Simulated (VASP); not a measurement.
Crystal: Ti2SiTe2.

```
Ti Si Te
1.0
     3.68000    0.00000    0.00000
    -1.84000    3.18697    0.00000
     0.00000    0.00000    9.17000
Ti Si Te
2 1 2
Direct
  0.33333 0.66667 0.15300
  0.66667 0.33333 0.84700
  0.00000 0.00000 0.00000
  0.66667 0.33333 0.34800
  0.33333 0.66667 0.65200
```

The cell was built by a generator and needn't be a form met in nature.

```yaml
Program: VASP 6.6.1
Task: relaxation of cell and atoms
Functional: PBE
Potentials_or_basis: VASP PAW PBE potentials, release 64 (Ti_sv, Si, Te)
Cutoff: 520 eV
k_mesh: 4 × 4 × 2
Occupations: gaussian, width 0.15 eV
Spin: no spin polarisation
```

At the start: pressure 1.8 GPa; volume 21.51 Å³/atom.

Where does the relaxation end?

Over 15 steps the energy falls by 34.2 meV/atom and the volume is 22.86 Å³/atom (+6.3 %); space group P-3m1 (No. 164, to 0.05 Å).

The path:
```csv
step,energy change (eV),largest force (eV/Å),pressure (GPa),volume (Å³)
1,0.0000,0.4204,1.80,107.55
2,-0.0774,0.5342,-0.72,111.31
3,-0.0814,0.5794,-1.53,112.66
4,-0.1275,0.2176,-0.18,111.17
5,-0.1307,0.2954,0.53,110.71
6,-0.1451,0.2199,0.16,111.62
7,-0.1591,0.2725,-0.80,114.40
8,-0.1657,0.1979,-0.55,114.29
9,-0.1676,0.1750,-0.38,114.25
10,-0.1691,0.1473,-0.04,114.17
11,-0.1675,0.1781,0.61,114.01
12,-0.1694,0.1794,0.20,114.12
13,-0.1694,0.1200,0.15,114.14
14,-0.1695,0.1730,0.13,114.13
15,-0.1711,0.0594,0.14,114.28
```

Final structure:
```cif
data_structure
_symmetry_space_group_name_H-M 'P 1'
_symmetry_Int_Tables_number 1
_cell_length_a 3.6316
_cell_length_b 3.6316
_cell_length_c 10.0059
_cell_angle_alpha 90.000
_cell_angle_beta 90.000
_cell_angle_gamma 120.000
_cell_volume 114.28
loop_
_atom_site_label
_atom_site_type_symbol
_atom_site_fract_x
_atom_site_fract_y
_atom_site_fract_z
_atom_site_occupancy
Ti1 Ti 0.33333 0.66667 0.14405 1
Ti2 Ti 0.66667 0.33333 0.85595 1
Si1 Si 0.00000 0.00000 0.00000 1
Te1 Te 0.66667 0.33333 0.32808 1
Te2 Te 0.33333 0.66667 0.67192 1
```

Caveat: the k mesh is coarse (spacing up to 0.49 Å⁻¹), so the values aren't converged; this functional lacks dispersion, which binds the layers, so the pressure and a relaxed spacing across them are unreliable.
